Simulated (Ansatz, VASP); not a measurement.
**MnCuO2 (Crednerite): VASP beside Ansatz**

Wanted: the spread between two codes on one cell, functional and k mesh.

Method: plane waves, with VASP 6.6.1 beside it; single point at r2SCAN, in Ansatz 0.2.0.

The database entry behind the starting cell differs from later determinations by our own check (a about 1 % short, old inner coordinates), so it need not match the best structure at ambient conditions.

## (1) Set-up

It takes space group P1 (No. 1, triclinic). Conventional cell: a = 2.884 Å, b = 3.118 Å, c = 5.898 Å, α = 102.91°, β = 90.00°, γ = 117.54°. Nearest to Mn lie 6 O at 1.74 to 2.23 Å. Cu has 2 O at 2.02 to 2.07 Å nearest. Nearest to O lie 3 Mn at 1.74 to 2.23 Å and 1 Cu at 2.02 Å. Nearest to O lie 3 Mn at 1.74 to 2.23 Å and 1 Cu at 2.07 Å. Farther neighbours and most contacts between anions are not listed.

## (2) VASP: single point, r2SCAN

With cell and atoms fixed, the geometry can't cause a difference; cores, projectors, grids and the points listed under the comparison can.

Lines of VASP's logs that name or quote its potential files are left out, and so is its time.

File INCAR:

```
SYSTEM = MnCuO2
PREC = Accurate
ENCUT = 520
EDIFF = 1E-06
NELM = 100
ISMEAR = 0
SIGMA = 0.1
LREAL = .FALSE.
ALGO = Normal
METAGGA = R2SCAN
LASPH = .TRUE.
NBANDS = 29
ISPIN = 2
MAGMOM = 4 0.6 0 0
LMAXMIX = 4
LORBIT = 11
LWAVE = .FALSE.
LCHARG = .FALSE.
KPAR = 4
ISIF = 2
```

File POSCAR:

```
MnCuO2
1.0
    2.7650000000     -1.4420000000      0.0000000000
    2.7650000000      1.4420000000      0.0000000000
   -1.4867050749      0.0000000000      5.7075486875
Mn Cu O
1 1 2
Direct
    0.0179340000     -0.0084580000      0.0070040000
    0.4957510000      0.4963090000      0.4998740000
    0.4148090000      0.4219790000      0.1456460000
    0.5778280000      0.6058460000      0.8630480000
```

File KPOINTS:

```
Automatic mesh
0
Gamma
9 9 4
0 0 0
```

Potentials, in the order of the species: Mn_pv, Cu and O (PBE family, release 64).

The run is started by

```sh
> mpirun -np 4 vasp_std
```

Numbers of over 12 decimals in the logs are rounded to 6 here.

The program printed:

```text
[banner, memory and clock lines left out]
running    4 mpi-ranks, on    1 nodes
 distrk:  each k-point on    1 cores,    4 groups
 distr:  one band on    1 cores,    1 groups

 POSCAR found type information on POSCAR MnCuO
 POSCAR found :  3 types and       4 ions
|                                                                             |
|               ----> ADVICE to this user running VASP <----                  |
|                                                                             |
|     You enforced a specific xc type in the INCAR file but a different       |
|     [... a line on the potential file left out ...]
|     I HOPE YOU KNOW WHAT YOU ARE DOING!                                     |
|                                                                             |

 LDA part: xc-table for (None), standard interpolation
 POSCAR, INCAR and KPOINTS ok, starting setup
 FFT: planning ... GRIDC
 FFT: planning ... GRID_SOFT
 FFT: planning ... GRID
 WAVECAR not read
 entering main loop
       N       E                     dE             d eps       ncg     rms          rms(c)
DAV:   1     0.365238801133E+03    0.36524E+03   -0.18612E+04 19622   0.172E+03
DAV:   2    -0.171777823833E+02   -0.38242E+03   -0.35314E+03 19486   0.431E+02
DAV:   3    -0.557336792082E+02   -0.38556E+02   -0.37158E+02 22009   0.146E+02
DAV:   4    -0.568411904334E+02   -0.11075E+01   -0.11039E+01 21277   0.259E+01
DAV:   5    -0.568727621880E+02   -0.31572E-01   -0.31567E-01 23247   0.451E+00    0.349E+01
DAV:   6    -0.433236056435E+02    0.13549E+02   -0.33328E+01 22102   0.104E+02    0.247E+01
DAV:   7    -0.418058041459E+02    0.15178E+01   -0.95294E+00 25168   0.740E+01    0.161E+01
DAV:   8    -0.419313609025E+02   -0.12556E+00   -0.66750E-01 21759   0.795E+00    0.878E+00
DAV:   9    -0.419249172314E+02    0.64437E-02   -0.12499E-01 26446   0.546E+00    0.137E+00
DAV:  10    -0.419191263134E+02    0.57909E-02   -0.13090E-01 24838   0.595E+00    0.836E-01
DAV:  11    -0.419167492170E+02    0.23771E-02   -0.20431E-02 26780   0.365E+00    0.595E-01
DAV:  12    -0.419170051849E+02   -0.25597E-03   -0.17610E-03 23516   0.514E-01    0.961E-02
DAV:  13    -0.419170594973E+02   -0.54312E-04   -0.17494E-04 28445   0.256E-01    0.633E-02
DAV:  14    -0.419170851236E+02   -0.25626E-04   -0.71694E-05 23442   0.813E-02    0.254E-02
DAV:  15    -0.419170841900E+02    0.93352E-06   -0.89959E-06 27492   0.554E-02
   1 F= -.41917084E+02 E0= -.41916433E+02  d E =-.130236E-02  mag=     3.9634
```

OUTCAR, selected parts (step 2):

```text
ion  position               nearest neighbor table
   1  0.018  0.992  0.007-   4 1.74   3 1.74   3 1.82   4 1.86   3 2.23   4 2.23
   2  0.496  0.496  0.500-   3 2.02   4 2.07
   3  0.415  0.422  0.146-   1 1.74   1 1.82   2 2.02   1 2.23
   4  0.578  0.606  0.863-   1 1.74   1 1.86   2 2.07   1 2.23

  LATTYP: Found a base centered monoclinic cell.
 ALAT       =     5.5300000000
 B/A-ratio  =     0.5215189873
 C/A-ratio  =     1.0665461121
 COS(beta)  =    -0.2520693582

 Subroutine GETGRP returns: Found  1 space group operations
 (whereof  1 operations were pure point group operations)

The static configuration has the point symmetry C_1 .

 Found    163 irreducible k-points:

   k-points           NKPTS =    163   k-points in BZ     NKDIM =    163   number of bands    NBANDS=     29

   dimension x,y,z NGX =    24 NGY =   24 NGZ =   48
   dimension x,y,z NGXF=    48 NGYF=   48 NGZF=   96

   ENCUT  =  520.0 eV  38.22 Ry    6.18 a.u.   5.80  5.80 10.97*2*pi/ulx,y,z

   NELECT =      36.0000    total number of electrons

 k-points in reciprocal lattice and weights: Automatic mesh
   0.00000000  0.00000000  0.00000000       0.003
   0.11111111  0.00000000 -0.00000000       0.006
  -0.00000000 -0.11111111  0.00000000       0.006
   0.22222222  0.00000000 -0.00000000       0.006
  -0.00000000 -0.22222222  0.00000000       0.006
   0.33333333  0.00000000 -0.00000000       0.006
  -0.00000000 -0.33333333  0.00000000       0.006
   0.44444444  0.00000000 -0.00000000       0.006
  -0.00000000 -0.44444444  0.00000000       0.006
[...]
0.44444444  0.44444444  0.50000000       0.006
  -0.44444444  0.44444444  0.50000000       0.006

 average (electrostatic) potential at core
       1 -75.0277       2 -70.9692       3 -74.3499       4 -74.1870

 E-fermi :   6.0724

 spin component 1
 k-point     1 :       0.0000    0.0000    0.0000
  band No.  band energies     occupation
    ...
     15       2.8408      1.00000
     16       3.0922      1.00000
     17       3.1756      1.00000
     18       3.2609      1.00000
     19       3.5221      1.00000
     20       6.1962      0.03996
     21       6.4608      0.00000
     22       9.1486      0.00000
     23      11.8334      0.00000
     24      14.5402      0.00000
    ...

 k-point     2 :       0.1111    0.0000   -0.0000
  band No.  band energies     occupation
    ...
     16       3.0914      1.00000
     17       3.1725      1.00000
     18       3.3706      1.00000
     19       3.5492      1.00000
     20       6.0136      0.79697
     21       6.5282      0.00000
     22       8.6621      0.00000
     23      12.2525      0.00000
     24      14.9272      0.00000
     25      17.4559      0.00000
    ...

 k-point     3 :      -0.0000   -0.1111    0.0000
  band No.  band energies     occupation
    ...
     16       3.0899      1.00000
     17       3.1773      1.00000
     18       3.3569      1.00000
     19       3.5435      1.00000
     20       6.0223      0.76039
     21       6.5347      0.00000
     22       8.6783      0.00000
     23      12.2345      0.00000
     24      14.9177      0.00000
     25      17.4584      0.00000
    ...

 k-point     4 :       0.2222    0.0000   -0.0000
  band No.  band energies     occupation
    ...
     16       3.1245      1.00000
     17       3.1968      1.00000
     18       3.4154      1.00000
     19       3.9583      1.00000
     20       5.5472      1.00000
     21       6.6654      0.00000
     22       7.9125      0.00000
     23      13.0714      0.00000
     24      15.6688      0.00000
     25      16.8202      0.00000
    ...

 k-point     5 :      -0.0000   -0.2222    0.0000
  band No.  band energies     occupation
    ...
     16       3.1295      1.00000
     17       3.1748      1.00000
     18       3.4498      1.00000
     19       3.8998      1.00000
     20       5.5715      1.00000
     21       6.6852      0.00000
     22       7.9578      0.00000
     23      13.0284      0.00000
     24      15.6220      0.00000
     25      16.8184      0.00000
    ...

 k-point     6 :       0.3333    0.0000   -0.0000
  band No.  band energies     occupation
    ...
     16       3.3023      1.00000
     17       3.3342      1.00000
     18       3.7138      1.00000
     19       3.9073      1.00000
     20       5.4569      1.00000
     21       6.8702      0.00000
     22       7.6109      0.00000
     23      13.1075      0.00000
     24      14.1068      0.00000
     25      16.7691      0.00000
    ...

  Total        5.7886872      9.7733198      2.3408020     -0.2823462      0.4673566     -4.6789357
  in kB      203.7748799    344.0429593     82.4015235     -9.9392254     16.4520102   -164.7091190
  external PRESSURE =     210.0731209 kB  Pullay stress =       0.0000000 kB

  energy-cutoff  :      520.00
  volume of cell :       45.51
      direct lattice vectors                 reciprocal lattice vectors
     2.765000000 -1.442000000  0.000000000     0.180831826 -0.346740638  0.047103163
     2.765000000  1.442000000  0.000000000     0.180831826  0.346740638  0.047103163
    -1.486705075  0.000000000  5.707548688     0.000000000  0.000000000  0.175206565

 POSITION                                       TOTAL-FORCE (eV/Angst)
 -----------------------------------------------------------------------------------
      2.78079      1.40394      0.03998         0.249536      2.626775     -0.442637
      1.99988      0.00080      2.85306         0.089425      0.115153      0.211751
      2.09719      0.01034      0.83128        -3.188609     -1.049482      6.585618
      1.98976      0.04040      4.92589         2.849649     -1.692446     -6.354732
 -----------------------------------------------------------------------------------
    total drift:                                0.004575      0.000295      0.022755

  FREE ENERGIE OF THE ION-ELECTRON SYSTEM (eV)
  ---------------------------------------------------
  free  energy   TOTEN  =       -41.9170841900 eV

  energy  without entropy=      -41.9157818342  energy(sigma->0) =      -41.91643301

 total charge
# of ion       s       p       d       tot
------------------------------------------
    1        0.396   6.475   5.037  11.908
    2        0.356   0.204   9.242   9.802
    3        1.581   3.559   0.000   5.140
    4        1.580   3.544   0.000   5.124
--------------------------------------------------
tot          3.913  13.783  14.278  31.974

 magnetization (x)
# of ion       s       p       d       tot
------------------------------------------
    1        0.054   0.039   3.499   3.592
    2        0.021   0.012   0.012   0.046
    3        0.009   0.066   0.000   0.076
    4        0.010   0.061   0.000   0.071
--------------------------------------------------
tot          0.094   0.179   3.511   3.784

[... 6 further parts left out ...]
```

Oxides and halides of Mn and Cu are often magnetic insulators, and a metal at this level, without U or exact exchange, may be an artefact.

(Part 1 of 2 ends here.)

[Lines on the potential files, build, host, timing and source positions are cut from VASP's logs without a mark.]

[Logs are printed without paths, hosts, clocks, repeated set-up lines and the standing remarks that a program may print on its own settings, such as how far it seeks lower states.]

[Hosts, paths, dates, database ids (printed as entryN), source tags and the programs' standing remarks are cut or masked in the printed files.]
